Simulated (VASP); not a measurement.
In2WSe3: relaxation of cell and atoms with PBE

The system is In2WSe3.

```
In W Se
1.0
     3.50000    0.00000    0.00000
    -1.75000    3.03109    0.00000
     0.00000    0.00000   13.74000
In W Se
2 1 3
Cartesian
  1.7500 1.0104 8.7661
  1.7500 1.0104 4.9739
  0.0000 0.0000 0.0000
  0.0000 2.0207 12.0637
  0.0000 2.0207 1.6763
  0.0000 0.0000 6.8700
```

The cell was built by a generator and needn't be a form met in nature.

| Quantity | Value |
| --- | --- |
| Program | VASP 6.6.1 |
| Task | relaxation of cell and atoms |
| Functional | PBE |
| Potentials or basis | VASP PAW PBE potentials, release 64 (In_d, W_sv, Se) |
| Cutoff | 520 eV |
| k mesh | 5 × 5 × 1 |
| Occupations | gaussian, width 0.15 eV |
| Spin | no spin polarisation |
| Further INCAR settings | PREC = Normal; ALGO = Fast; EDIFF = 0.0001; IBRION = 2; EDIFFG = -0.08; NSW = 24; ISIF = 3 |

```
Relaxed volume                         : 26.04 Å³/atom
Relaxed cell                           : a = 3.476 Å, b = 3.476 Å, c = 14.929 Å, α = 90.00°, β = 90.00°, γ = 120.00°
Space group after relaxing (to 0.05 Å) : P-6m2 (No. 187)
Energy gained by relaxing              : 36.7 meV/atom
Ionic steps                            : 17
Pressure after relaxing                : -0.1 GPa
Largest force after relaxing           : 0.064 eV/Å
Band gap on the k mesh                 : none (metal or under the smearing width)
```

Forces in eV/Å, atoms in the order of the input:
```
In   0.000  0.000  0.012
In   0.000  0.000 -0.012
W    0.000  0.000  0.000
Se   0.000  0.000  0.064
Se   0.000  0.000 -0.064
Se   0.000  0.000  0.000
```

The path:
| step | energy change (eV) | largest force (eV/Å) | pressure (GPa) | volume (Å³) |
| --- | --- | --- | --- | --- |
| 1 | 0.0000 | 0.9100 | 1.63 | 145.77 |
| 2 | -0.1289 | 0.7596 | -0.50 | 151.03 |
| 3 | -0.1477 | 0.6775 | -1.50 | 154.14 |
| 4 | -0.1662 | 0.4745 | 1.31 | 151.11 |
| 5 | -0.1813 | 0.0167 | 0.23 | 152.29 |
| 6 | -0.1813 | 0.0372 | 0.18 | 152.33 |
| 7 | -0.1890 | 0.0930 | 0.05 | 152.62 |
| 8 | -0.1987 | 0.1079 | 0.04 | 153.20 |
| 9 | -0.2099 | 0.1463 | -0.06 | 154.21 |
| 10 | -0.2098 | 0.1049 | -0.12 | 154.05 |
| 11 | -0.2099 | 0.1150 | 0.58 | 153.30 |
| 12 | -0.2108 | 0.1004 | 0.32 | 153.65 |
| 13 | -0.2118 | 0.0381 | 0.48 | 153.79 |
| 14 | -0.2131 | 0.0517 | 0.66 | 154.01 |
| 15 | -0.2148 | 0.0804 | 0.67 | 154.44 |
| 16 | -0.2165 | 0.0397 | 0.50 | 154.88 |
| 17 | -0.2199 | 0.0643 | -0.13 | 156.23 |

Final structure:
```
In W Se
1.0
     3.47619    0.00000    0.00000
    -1.73809    3.01047    0.00000
     0.00000    0.00000   14.92926
In W Se
2 1 3
Cartesian
  1.7381 1.0035 9.5527
  1.7381 1.0035 5.3766
  3.4762 0.0000 14.9293
  0.0000 2.0070 13.2990
  0.0000 2.0070 1.6303
  0.0000 0.0000 7.4646
```

Levels at points of the mesh, in eV from the Fermi level:
```tsv
k point	band 26	band 27	band 28	band 29	band 30	band 31	band 32	band 33
(0.00, 0.00, 0.00)	-1.64	-1.12	0.15	0.15	1.35	1.35	1.60	1.60
```

It took 74 s on 2 MPI ranks on Intel(R) Xeon(R) 6975P-C (Granite Rapids), on a shared host, peak memory 0.19 GiB a rank.

Caveat: the k mesh is coarse (spacing up to 0.46 Å⁻¹), so the values aren't converged; this functional lacks dispersion, which binds the layers, so the pressure and a relaxed spacing across them are unreliable; the relaxation stopped at a loose force limit of 0.08 eV/Å, so its end isn't a converged minimum. Spin-orbit coupling is left out, which matters for the levels of W.
